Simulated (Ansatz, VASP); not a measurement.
# Ga2O3 (glassy Ga2O3) in two plane-wave programs, part 2 of 2

Aim: how closely do two programs agree when they are given the same cell, functional and k mesh? Of the first pair: The cell is taken from a series of runs on this material, whose earlier steps may have relaxed, scaled, displaced or heated it; both programs get it as it stands.

VASP 6.6.1 and Ansatz 0.2.0.

So far. Step 2 (VASP: single point, PBE, pair 1): The run ends at a pressure of -9.16 GPa, with forces up to 2.9 eV/Å.

## 6. VASP: single point, PBE, start cell, pair 2

Level of this step: PBE, zero-moment start; plane waves and PAW (Ga_d, O) (VASP).

The same cell, functional, mesh and smearing now go to VASP, with its own data sets.

The input, INCAR:

```
SYSTEM = Ga2O3
PREC = Accurate
ENCUT = 520
EDIFF = 1E-06
NELM = 200
ISMEAR = -1
SIGMA = 0.01
LREAL = Auto
ALGO = Normal
GGA = PE
NELECT = 1013
NBANDS = 592
ISPIN = 2
MAGMOM = 0 0 0 0 0 0 0 0 0 0 0 0 0 0 0 0 0 0 0 0 0 0 0 0 0 0 0 0 0 0 0 0 0 0 0 0 0 0 0 0 0 0 0 0 0 0 0 0 0 0 0 0 0 0 0 0 0 0 0 0 0 0 0 0 0 0 0 0 0 0 0 0 0 0 0 0 0 0 0 0 0 0 0 0 0 0 0 0 0 0 0 0 0 0 0 0 0 0 0 0 0 0 0 0 0 0 0 0 0 0 0 0 0 0 0
LORBIT = 11
LWAVE = .FALSE.
LCHARG = .FALSE.
ISIF = 2
LASPH = .TRUE.
GGA_COMPAT = .FALSE.
NCORE = 4
```

The input, POSCAR:

```
Ga2O3
1.0
   11.0541000000      0.0000000000      0.0000000000
    0.0000000000     11.0541000000      0.0000000000
    0.0000000000      0.0000000000     11.0541000000
Ga O
46 69
Direct
    0.3037605956      0.4585990718      0.9646013696
    0.8088039732      0.7827683846      0.5105978777
    0.7762097321      0.4531712215      0.0751214482
    0.1574076587      0.2905166409      0.2088455867
    0.4404429126      0.4413927864      0.2508661944
    0.4747740657      0.6143602826      0.4896011435
    0.0258727531      0.8537013416      0.1145095485
    0.4116481667      0.3049909084      0.5045005925
    0.9390995196      0.1344388055      0.9953682344
    0.6998308320      0.9453777331      0.0026596466
    0.8328764893      0.4518775839      0.8189630997
    0.1721442723      0.7661591627      0.3427958857
    0.8910630445      0.2114780941      0.7077464470
    0.2231298794      0.5024832415      0.4122542767
    0.4224767281      0.7752779512      0.2896572313
    0.2604915823      0.7418423933      0.0543237351
    0.5916085434      0.1988402493      0.2636306891
    0.4171212491      0.3061217105      0.8033308908
    0.2900281344      0.8453786378      0.6120443998
    0.6295582634      0.6681321862      0.7282003962
    0.0731040971      0.0427081354      0.2683619652
    0.3365990899      0.0443003049      0.3689400313
    0.8519372902      0.2972290824      0.2516622792
    0.0494929483      0.9366660334      0.5437258574
    0.4701242073      0.0401027673      0.1041242616
    0.5201961263      0.6311956650      0.0195131218
    0.4123628337      0.9738739472      0.8461566297
    0.1289204910      0.9039903746      0.8344867515
    0.2537429551      0.1625188844      0.9667091848
    0.0338155074      0.6500936304      0.7023638288
[... 79 atom lines left out ...]
    0.9081879122      0.5181878217      0.9669534381
    0.0957382329      0.4088799631      0.5109506880
    0.8879691698      0.7577098090      0.1084303562
    0.7780732941      0.3464506382      0.6989985616
    0.9743443609      0.0238825413      0.1298522720
    0.7784532436      0.0844754435      0.7385223582
```

The input, KPOINTS:

```
Automatic mesh
0
Gamma
1 1 1
0 0 0
```

The projector-augmented-wave data sets are Ga_d and O (PBE family, release 64).

Started as:

```bash
$ mpirun -np 16 vasp_gam
```

Numbers of over 12 decimals in the logs are rounded to 6 here.

What it wrote:

```text
[... set-up lines as in an earlier step ...]
 entering main loop
       N       E                     dE             d eps       ncg     rms          rms(c)
DAV:   1     0.294172732190E+05    0.29417E+05   -0.35372E+05  2376   0.355E+03
DAV:   2     0.697949725710E+04   -0.22438E+05   -0.21395E+05  2368   0.103E+03
DAV:   3     0.331040239338E+03   -0.66485E+04   -0.62375E+04  3000   0.386E+02
DAV:   4    -0.671595225224E+03   -0.10026E+04   -0.97282E+03  2744   0.155E+02
DAV:   5    -0.776529759834E+03   -0.10493E+03   -0.10416E+03  3616   0.523E+01BRMIX: very serious problems
 the old and the new charge density differ
 old charge density:  1012.00000 new 1013.00000
    0.606E+01
DAV:   6    -0.663437974811E+03    0.11309E+03   -0.46797E+02  4328   0.654E+01    0.177E+01
DAV:   7    -0.666229649488E+03   -0.27917E+01   -0.51772E+01  2688   0.123E+01    0.124E+01
DAV:   8    -0.665882984753E+03    0.34666E+00   -0.10726E+01  3776   0.142E+01    0.405E+00
DAV:   9    -0.665533953244E+03    0.34903E+00   -0.25782E+00  3200   0.906E+00    0.135E+00
[...]
DAV:  18    -0.665600613282E+03   -0.54192E-05   -0.10595E-04  3048   0.311E-02    0.783E-03
DAV:  19    -0.665600612217E+03    0.10647E-05   -0.11521E-05  2448   0.287E-02    0.361E-03
DAV:  20    -0.665600612489E+03   -0.27218E-06   -0.64059E-06  2672   0.159E-02
   1 F= -.66560061E+03 E0= -.66559368E+03  d E =-.138629E-01  mag=     0.0009
```

OUTCAR, selected parts (step 6):

```text
 magnetization (x)
# of ion       s       p       d       tot
------------------------------------------
    1        0.000   0.000  -0.000   0.000
    2        0.000   0.000   0.000   0.000
    3        0.000   0.000  -0.000   0.000
    4        0.000   0.000   0.000   0.000
    5        0.000   0.000   0.000   0.000
    6        0.000   0.000   0.000   0.000
[...]
113        0.000  -0.000   0.000   0.000
  114        0.000  -0.000   0.000   0.000
  115        0.000  -0.000   0.000   0.000
--------------------------------------------------
tot          0.000  -0.000   0.000   0.000
```

The run ends at a pressure of 0.85 GPa, with forces up to 0.15 eV/Å.

## 7. Differences

Forces on 8 of the 115 atoms, those with the largest forces and the largest differences (eV/Å; atoms numbered as in POSCAR):

```csv
atom,"Ansatz x, y, z","VASP x, y, z"
Ga1,"-0.026, 0.020, 0.060","-0.056, 0.015, 0.106"
Ga15,"0.027, -0.006, -0.037","0.073, 0.002, -0.057"
Ga23,"0.017, 0.027, 0.049","0.030, 0.029, 0.081"
O60,"-0.055, -0.049, -0.022","-0.120, -0.083, -0.010"
O73,"-0.015, -0.016, 0.056","-0.021, -0.007, 0.089"
O80,"0.048, -0.019, 0.000","0.086, -0.017, -0.005"
O87,"0.027, 0.035, 0.033","0.064, 0.047, 0.038"
O110,"0.023, -0.008, -0.002","0.071, 0.025, 0.013"
```

The forces differ by 17 meV/Å r.m.s., which is 53.0 % of the r.m.s. force of 0.032 eV/Å (both taken over all components). Moments aren't recorded for both runs of this pair, so they may hold unlike magnetic states. The cell carries a charge of -1 e against a uniform background, so its pressure also hangs on how the neutralising background is counted, and in a defect's cell a gap may be the spacing between its levels.

## 8. Ansatz: relaxation, PBE

This run makes the geometry at which the two programs are then compared.

The structure compared here is the end of the Ansatz relaxation.

This is the run of step 5 again, met here at its other cell.

## 9. VASP: single point, PBE, relaxed atoms in a fixed cell, pair 3

The same cell, functional, mesh and smearing now go to VASP, with its own data sets.

INCAR is that of step 6.

The input, POSCAR:

```
Ga2O3
1.0
   11.0541000000      0.0000000000      0.0000000000
    0.0000000000     11.0541000000      0.0000000000
    0.0000000000      0.0000000000     11.0541000000
Ga O
46 69
Direct
    0.3036300000      0.4586300000      0.9647600000
    0.8088800000      0.7827500000      0.5105700000
    0.7761300000      0.4532000000      0.0752500000
    0.1576000000      0.2905900000      0.2087200000
    0.4405700000      0.4413700000      0.2506800000
    0.4750100000      0.6144700000      0.4895100000
    0.0258100000      0.8538100000      0.1146000000
    0.4115100000      0.3050100000      0.5045800000
    0.9389500000      0.1344600000      0.9953900000
    0.6997200000      0.9452100000      0.0028600000
    0.8328400000      0.4517500000      0.8190200000
    0.1722100000      0.7661800000      0.3427100000
    0.8909200000      0.2113100000      0.7077400000
    0.2233000000      0.5026900000      0.4121900000
    0.4228600000      0.7754700000      0.2893800000
    0.2607400000      0.7421800000      0.0542200000
    0.5915400000      0.1987600000      0.2637700000
    0.4171500000      0.3060900000      0.8032700000
    0.2899200000      0.8451600000      0.6121500000
    0.6296000000      0.6682600000      0.7282100000
    0.0730300000      0.0430000000      0.2684300000
    0.3364700000      0.0442400000      0.3690600000
    0.8519600000      0.2972700000      0.2518000000
    0.0494600000      0.9366300000      0.5437000000
    0.4700800000      0.0396700000      0.1044400000
    0.5204700000      0.6314600000      0.0195200000
    0.4122400000      0.9735500000      0.8462000000
    0.1288000000      0.9040900000      0.8345400000
    0.2536800000      0.1623400000      0.9666400000
    0.0338600000      0.6501400000      0.7023000000
[... 79 atom lines left out ...]
    0.9082100000      0.5181000000      0.9669800000
    0.0961400000      0.4088600000      0.5108600000
    0.8879400000      0.7577700000      0.1084200000
    0.7779200000      0.3463500000      0.6989700000
    0.9740900000      0.0240000000      0.1299600000
    0.7781700000      0.0844100000      0.7386000000
```

KPOINTS is that of step 6.

Started as:

```bash
$ mpirun -np 16 vasp_gam
```

What it wrote:

```text
[... set-up lines as in an earlier step ...]
 entering main loop
       N       E                     dE             d eps       ncg     rms          rms(c)
DAV:   1     0.294320100037E+05    0.29432E+05   -0.35347E+05  2376   0.355E+03
DAV:   2     0.700527372133E+04   -0.22427E+05   -0.21389E+05  2368   0.103E+03
DAV:   3     0.332122912658E+03   -0.66732E+04   -0.62484E+04  3000   0.387E+02
DAV:   4    -0.672145984063E+03   -0.10043E+04   -0.97531E+03  2736   0.155E+02
DAV:   5    -0.776329763280E+03   -0.10418E+03   -0.10336E+03  3584   0.523E+01BRMIX: very serious problems
 the old and the new charge density differ
 old charge density:  1012.00000 new 1013.00000
    0.605E+01
DAV:   6    -0.663390570196E+03    0.11294E+03   -0.46822E+02  4352   0.654E+01    0.177E+01
DAV:   7    -0.666232348862E+03   -0.28418E+01   -0.52307E+01  2688   0.123E+01    0.124E+01
DAV:   8    -0.665882132479E+03    0.35022E+00   -0.10694E+01  3784   0.141E+01    0.402E+00
DAV:   9    -0.665541458543E+03    0.34067E+00   -0.25727E+00  3168   0.898E+00    0.137E+00
[...]
DAV:  18    -0.665608360181E+03   -0.62675E-05   -0.12129E-04  3160   0.328E-02    0.849E-03
DAV:  19    -0.665608358857E+03    0.13244E-05   -0.10510E-05  2408   0.285E-02    0.421E-03
DAV:  20    -0.665608359118E+03   -0.26156E-06   -0.80085E-06  2904   0.167E-02
   1 F= -.66560836E+03 E0= -.66560143E+03  d E =-.138629E-01  mag=     0.0002
```

Parts of OUTCAR (step 9):

```text
 magnetization (x)
# of ion       s       p       d       tot
------------------------------------------
    1        0.000   0.000   0.000   0.000
    2        0.000  -0.000  -0.000   0.000
    3        0.000   0.000  -0.000   0.000
    4        0.000   0.000  -0.000   0.000
    5        0.000  -0.000   0.000   0.000
    6        0.000   0.000  -0.000   0.000
[...]
113        0.000  -0.000   0.000   0.000
  114        0.000  -0.000   0.000   0.000
  115        0.000  -0.000   0.000   0.000
--------------------------------------------------
tot          0.000  -0.000  -0.000   0.000
```

The run ends at a pressure of 0.76 GPa, with forces up to 0.11 eV/Å.

## 10. Side by side

Forces on 7 of the 115 atoms, those with the largest forces and the largest differences (eV/Å; atoms numbered as in POSCAR):

```csv
atom,"Ansatz x, y, z","VASP x, y, z"
Ga1,"-0.015, 0.012, 0.028","-0.045, 0.008, 0.073"
O60,"-0.031, -0.012, -0.008","-0.098, -0.045, 0.004"
O65,"-0.031, 0.012, -0.001","-0.064, 0.019, 0.012"
O72,"0.000, -0.034, 0.023","0.000, -0.061, 0.034"
O87,"0.021, 0.020, 0.028","0.059, 0.031, 0.033"
O108,"0.014, 0.004, -0.008","0.057, 0.017, -0.037"
O110,"0.018, -0.001, 0.000","0.065, 0.033, 0.016"
```

The forces differ by 17 meV/Å r.m.s., which is 68.3 % of the r.m.s. force of 0.025 eV/Å (both taken over all components). The cell carries a charge of -1 e against a uniform background, so its pressure also hangs on how the neutralising background is counted, and in a defect's cell a gap may be the spacing between its levels.

## 11. Summary of results

```json
{
 "r.m.s. force difference (single point, PBE, pair 1)": "2.9 % of the r.m.s. force",
 "r.m.s. force difference (single point, PBE, start cell, pair 2)": "17 meV/Å",
 "r.m.s. force difference (single point, PBE, relaxed atoms in a fixed cell, pair 3)": "17 meV/Å"
}
```

In words: The r.m.s. force difference is 17 meV/Å (single point, PBE, relaxed atoms in a fixed cell, pair 3), beyond the 12 meV/Å picked in this series as the mark of a large difference. What causes the difference of the single point, PBE, start cell, pair 2 pair stays open here. What causes the difference of the single point, PBE, relaxed atoms in a fixed cell, pair 3 pair stays open here. Such differences can come from data sets, numerical settings and the points named under the comparisons, not from the functional's error against experiment.

[Lines on the potential files, build, host, timing and source positions are cut from VASP's logs without a mark.]

[Logs are printed without paths, hosts, clocks, repeated set-up lines and the standing remarks that a program may print on its own settings, such as how far it seeks lower states.]

[Hosts, paths, dates, database ids (printed as entryN), source tags and the programs' standing remarks are cut or masked in the printed files.]
